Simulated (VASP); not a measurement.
Consider the following.

```
P
1.0
    1.64328    -5.25392     0.00000
    1.64328     5.25392     0.00000
    0.00000     0.00000     4.33733
P
4
Direct
  0.10079   0.89921   0.91917
  0.39921   0.60079   0.41917
  0.60079   0.39921   0.58083
  0.89921   0.10079   0.08083
```

The numbers are results of PBE GGA with D3 dispersion (zero damping), VASP's PBE PAW potentials (set 64) (plane waves; VASP), not measurements. Run with 520 eV cut-off, 7×7×5 Γ-centred mesh, Gaussian smearing of 0.050 eV, potentials P.

The ions and cell shape at fixed volume are relaxed. Give the cell that the relaxation ends in.

```
P
1.0
    1.65799    -5.23343     0.00000
    1.65799     5.23343     0.00000
    0.00000     0.00000     4.31568
P
4
Direct
  0.10258   0.89742   0.92157
  0.39742   0.60258   0.42157
  0.60258   0.39742   0.57843
  0.89742   0.10258   0.07843
```
Space group Cmce (64), at a tolerance of 0.03 Å.

How much energy does the relaxation gain?

The energy (σ→0) changes by -3.0 meV/atom, in 8 ionic steps.

```tsv
step	E(σ→0) (eV)	max force (eV/Å)	pressure (GPa)	volume (Å³)
1	-22.1604	0.264	2.54	74.89
2	-22.1696	0.084	1.54	74.89
3	-22.1709	0.051	1.02	74.89
4	-22.1724	0.006	0.82	74.89
5	-22.1725	0.015	0.76	74.89
6	-22.1725	0.014	0.76	74.89
7	-22.1725	0.015	0.75	74.89
8	-22.1725	0.000	0.76	74.89
```

The compound is P in the black structure. This cell is one point of a volume scan, at 0.97 of the reference volume. Symmetry was kept, so distortions that lower it aren't found.
